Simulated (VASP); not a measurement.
Consider the following.

```
CELL_PARAMETERS angstrom
     -1.82336     1.82336     6.32506
      1.82336    -1.82336     6.32506
      1.82336     1.82336    -6.32506
ATOMIC_POSITIONS crystal
  K  0.00000 0.00000 0.00000
  Fe 0.75000 0.25000 0.50000
  Fe 0.25000 0.75000 0.50000
  S  0.65774 0.65774 0.00000
  S  0.34226 0.34226 0.00000
```

Computed with LDA (Ceperley-Alder, Perdew-Zunger), VASP's LDA PAW potentials (set 64) (plane waves; VASP). Run with 300 eV cut-off, 7×7×7 Γ-centred mesh, Fermi-Dirac smearing of 0.14 eV, potentials K_sv Fe S.

At this cut-off the stress carries a Pulay error, which pulls relaxed volumes low.

Task: What does the run give for the energy per atom (σ→0), pressure, largest force, band gap (on the k-mesh) with the smallest direct gap where there is one?

Result: 
- band gap (on the k-mesh): none (metal, semimetal or under 0.01 eV)
- energy per atom (σ→0): -6.698 eV/atom
- pressure: -48.6 kbar
- largest force: 0.219 eV/Å

Total energies compare only between runs with the same potentials, cut-off and functional.

The structure comes from a computed database's Fe2KS2 entry; how it stands against other phases isn't given here. The cell was not relaxed at this level. The k-mesh is coarse (spacing up to 0.35 per Å, 2π included), so the numbers may not be converged in it. The run is not spin-polarised, so no magnetic state was tried. The electron count is odd and the run is not spin-polarised, which forces a metal.
